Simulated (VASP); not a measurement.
Consider the following.

```yaml
crystal:
  lattice:
    - [0.00000, 2.22995, 2.22995]
    - [2.22995, 0.00000, 2.22995]
    - [2.22995, 2.22995, 0.00000]
  atoms:
    - { symbol: Ga, position: [0.00000, 0.00000, 0.00000] }
    - { symbol: N, position: [0.25000, 0.25000, 0.25000] }
```

All values below come from r2SCAN meta-GGA, VASP's PBE PAW potentials (set 64) (plane waves; VASP). Settings: 520 eV cut-off, 10×10×10 Γ-centred mesh, Gaussian smearing of 0.050 eV, potentials Ga_d N.

Question: Give the stress tensor in GPa (positive for a compressed cell).

Answer: 
```
6.46  0.00  0.00
0.00  6.46  0.00
0.00  0.00  6.46
```
The pressure is its mean diagonal, 6.46 GPa.

The compound is GaN in the zinc blende structure, a metastable form; wurtzite is the usual one. This cell is one point of a volume scan, at 0.97 of the reference volume.
